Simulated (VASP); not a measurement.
All values below come from r2SCAN meta-GGA, VASP's PBE PAW potentials (set 64) (plane waves; VASP).

VASP input:

File KPOINTS:
```
Automatic mesh
0
Gamma
8 8 8
0 0 0
```

INCAR:
```
# general
SYSTEM  = ZrSi2
PREC    = Accurate
ENCUT   = 400   # plane-wave cut-off (eV)
LREAL   = F   # projection in real space or not
LASPH   = T   # aspherical one-centre terms

# electronic loop
EDIFF   = 1E-6   # SCF stop (eV)
NELM    = 100
ALGO    = Normal   # blocked Davidson
LMAXMIX = 4   # l cut-off of mixed one-centre charges
LMIXTAU = T

# smearing
ISMEAR  = 1
SIGMA   = 0.1   # width (eV)

# functional
METAGGA = R2SCAN

# ions
IBRION  = 2   # conjugate gradients
NSW     = 60
ISIF    = 3   # ions, shape and volume
EDIFFG  = -0.02

# output
LWAVE   = F
LCHARG  = F
```

POSCAR:
```
ZrSi2
1
    0.0000000000     3.1041927370     3.1041927370
    3.1041927370     0.0000000000     3.1041927370
    3.1041927370     3.1041927370    -0.0000000000
Zr Si
1 2
Direct
  0.0000000000   0.0000000000   0.0000000000
  0.2500000000   0.2500000000   0.2500000000
  0.7500000000   0.7500000000   0.7500000000
```

POTCAR, in this order: Zr_sv Si (PBE.64 set). Program: vasp_std.

Output of the run:

**OSZICAR**
```
       N       E                     dE             d eps       ncg     rms          rms(c)
DAV:   1     0.753104153561E+02    0.75310E+02   -0.88990E+03   812   0.111E+03
DAV:   2    -0.415375669003E+02   -0.11685E+03   -0.11480E+03  1028   0.278E+02
DAV:   3    -0.471162824215E+02   -0.55787E+01   -0.54794E+01  1518   0.489E+01
DAV:   4    -0.472167715157E+02   -0.10049E+00   -0.10028E+00   966   0.681E+00
DAV:   5    -0.472196544914E+02   -0.28830E-02   -0.28826E-02  1288   0.874E-01    0.180E+01
DAV:   6    -0.391369273075E+02    0.80827E+01   -0.53390E+00  1034   0.183E+01    0.602E+00
DAV:   7    -0.396511351311E+02   -0.51421E+00   -0.12617E+00   848   0.102E+01    0.202E+00
DAV:   8    -0.395922270454E+02    0.58908E-01   -0.14128E+00  1094   0.879E+00    0.116E+00
DAV:   9    -0.391780112655E+02    0.41422E+00   -0.11848E-01   938   0.393E+00    0.752E-01
DAV:  10    -0.394494826716E+02   -0.27147E+00   -0.25222E-01  1042   0.425E+00    0.483E-01
DAV:  11    -0.394878837604E+02   -0.38401E-01   -0.68797E-03   950   0.836E-01    0.332E-01
DAV:  12    -0.395076769492E+02   -0.19793E-01   -0.25126E-03   980   0.466E-01    0.281E-01
DAV:  13    -0.395305535278E+02   -0.22877E-01   -0.12441E-02   896   0.101E+00    0.647E-02
DAV:  14    -0.395293106402E+02    0.12429E-02   -0.33334E-03  1138   0.580E-01    0.419E-02
DAV:  15    -0.395315516787E+02   -0.22410E-02   -0.10235E-03   830   0.316E-01    0.248E-02
DAV:  16    -0.395314737947E+02    0.77884E-04   -0.47668E-05  1176   0.665E-02    0.871E-03
DAV:  17    -0.395316162486E+02   -0.14245E-03   -0.14934E-04   884   0.110E-01    0.115E-02
DAV:  18    -0.395316170469E+02   -0.79829E-06   -0.67659E-06  1212   0.179E-02
   1 F= -.39531617E+02 E0= -.39530798E+02  d E =-.395316E+02
       N       E                     dE             d eps       ncg     rms          rms(c)
DAV:   1    -0.398443656434E+02   -0.31275E+00   -0.11539E+01   848   0.359E+01    0.571E+00
DAV:   2    -0.395738725246E+02    0.27049E+00   -0.18057E+00   936   0.123E+01    0.189E+00
DAV:   3    -0.395432900637E+02    0.30582E-01   -0.21063E-01  1354   0.350E+00    0.617E-01
DAV:   4    -0.395346625242E+02    0.86275E-02   -0.32224E-02  1008   0.125E+00    0.288E-01
DAV:   5    -0.395385263002E+02   -0.38638E-02   -0.38028E-02  1236   0.134E+00    0.250E-01
DAV:   6    -0.395403108835E+02   -0.17846E-02   -0.15168E-02   914   0.115E+00    0.207E-01
DAV:   7    -0.395441712616E+02   -0.38604E-02   -0.47542E-03   890   0.663E-01    0.486E-02
DAV:   8    -0.395448754384E+02   -0.70418E-03   -0.50753E-04   968   0.203E-01    0.417E-02
DAV:   9    -0.395448984998E+02   -0.23061E-04   -0.16669E-05  1016   0.336E-02    0.379E-02
DAV:  10    -0.395447810394E+02    0.11746E-03   -0.10479E-04  1284   0.942E-02    0.434E-02
DAV:  11    -0.395449082463E+02   -0.12721E-03   -0.14201E-04  1170   0.111E-01    0.669E-03
DAV:  12    -0.395449090957E+02   -0.84936E-06   -0.87920E-06   942   0.237E-02
   2 F= -.39544909E+02 E0= -.39544553E+02  d E =-.132920E-01
       N       E                     dE             d eps       ncg     rms          rms(c)
DAV:   1    -0.396019165224E+02   -0.57008E-01   -0.17545E+00   836   0.138E+01    0.230E+00
DAV:   2    -0.395570172614E+02    0.44899E-01   -0.20879E-01   896   0.453E+00    0.692E-01
DAV:   3    -0.395529447806E+02    0.40725E-02   -0.45875E-02  1236   0.161E+00    0.326E-01
DAV:   4    -0.395521816614E+02    0.76312E-03   -0.94536E-03   986   0.568E-01    0.104E-01
DAV:   5    -0.395529099826E+02   -0.72832E-03   -0.37750E-03  1224   0.459E-01    0.985E-02
DAV:   6    -0.395528667709E+02    0.43212E-04   -0.12189E-03   908   0.325E-01    0.847E-02
DAV:   7    -0.395532434337E+02   -0.37666E-03   -0.99328E-04  1062   0.267E-01    0.134E-02
DAV:   8    -0.395533276081E+02   -0.84174E-04   -0.72030E-05   896   0.915E-02    0.109E-02
DAV:   9    -0.395533315942E+02   -0.39860E-05   -0.39135E-06  1032   0.194E-02    0.622E-03
DAV:  10    -0.395533318025E+02   -0.20839E-06   -0.16038E-07   448   0.315E-03
   3 F= -.39553332E+02 E0= -.39552743E+02  d E =-.217148E-01
```

**OUTCAR**
```
------------------------ aborting loop because EDIFF is reached ----------------------------------------
  FORCE on cell =-STRESS in cart. coord.  units (eV):
  Direction    XX          YY          ZZ          XY          YZ          ZX
  --------------------------------------------------------------------------------------
  Total        0.0048890      0.0048890      0.0048890      0.0000000      0.0000000     -0.0000000
  in kB        0.1263242      0.1263242      0.1263242      0.0000000      0.0000000     -0.0000000
  external PRESSURE =       0.1263242 kB  Pullay stress =       0.0000000 kB
  volume of cell :       62.01
      direct lattice vectors                 reciprocal lattice vectors
     0.000000000  3.141515321  3.141515321    -0.159158861  0.159158861  0.159158861
     3.141515321  0.000000000  3.141515321     0.159158861 -0.159158861  0.159158861
     3.141515321  3.141515321 -0.000000000     0.159158861  0.159158861 -0.159158861
 POSITION                                       TOTAL-FORCE (eV/Angst)
 -----------------------------------------------------------------------------------
      0.00000      0.00000      0.00000         0.000000     -0.000000      0.000000
      1.57076      1.57076      1.57076        -0.000000      0.000000     -0.000000
      4.71227      4.71227      4.71227         0.000000      0.000000      0.000000
 -----------------------------------------------------------------------------------
    total drift:                                0.000000     -0.000000     -0.000000
  FREE ENERGIE OF THE ION-ELECTRON SYSTEM (eV)
  ---------------------------------------------------
  free  energy   TOTEN  =       -39.5533318025 eV

  energy  without entropy=      -39.5515658639  energy(sigma->0) =      -39.55274316

 reached required accuracy - stopping structural energy minimisation
```
(Selected blocks of OUTCAR.)

### CONTCAR
```
ZrSi2
   1.00000000000000
     0.0000000000000000    3.1415153214842246    3.1415153214842246
     3.1415153214842246    0.0000000000000000    3.1415153214842246
     3.1415153214842246    3.1415153214842246   -0.0000000000000000
  Zr              Si
     1     2
Direct
     0.0000000000000000    0.0000000000000000    0.0000000000000000
     0.2500000000000000    0.2500000000000000    0.2500000000000000
     0.7500000000000000    0.7500000000000000    0.7500000000000000
```

### OUTCAR
```
 val. band max:        7.3797657033   @ k =   0.5000   0.1250   0.0000

 cond. band min:       7.4269110157   @ k =   0.5000   0.2500   0.0000


 Fermi energy:         7.4124786867

 k-point     1 :       0.0000    0.0000    0.0000
  band No.  band energies     occupation
      1     -43.2194      2.00000
      2     -20.6454      2.00000
      3     -20.6454      2.00000
      4     -20.6454      2.00000
      5      -3.5990      2.00000
      6       3.5909      2.00000
      7       3.5909      2.00000
      8       3.5909      2.00000
      9       3.7958      2.00000
     10       7.7984     -0.00000
     11       7.7984     -0.00000
     12      10.5117      0.00000
     13      10.5117      0.00000
     14      10.5118      0.00000

 k-point     2 :       0.1250    0.0000    0.0000
  band No.  band energies     occupation
      1     -43.2191      2.00000
      2     -20.6551      2.00000
      3     -20.6469      2.00000
      4     -20.6469      2.00000
      5      -3.4057      2.00000
      6       2.2596      2.00000
      7       3.7074      2.00000
      8       3.7074      2.00000
      9       5.3144      2.00000
     10       7.4676      0.20611
     11       7.4676      0.20608
     12       9.9899      0.00000
     13      10.7769      0.00000
     14      10.7770      0.00000

 k-point     3 :       0.2500    0.0000    0.0000
  band No.  band energies     occupation
      1     -43.2181      2.00000
      2     -20.6783      2.00000
      3     -20.6504      2.00000
      4     -20.6504      2.00000
      5      -2.8606      2.00000
      6       1.0686      2.00000
      7       3.9990      2.00000
      8       3.9990      2.00000
      9       6.8396      2.00000
     10       7.0168      2.00000
     11       7.0168      2.00000
     12       8.4491     -0.00000
     13      10.2139      0.00000
     14      10.2139      0.00000

 k-point     4 :       0.3750    0.0000    0.0000
  band No.  band energies     occupation
...
```

Energy and stress use the plane-wave basis of the starting cell.

The structure was generated: ZrSi2 was put into the fluorite type (Fm-3m), which need not be its known phase. This run relaxes it. Symmetry was kept, so distortions that lower it aren't found. The start is the result of an earlier pass.
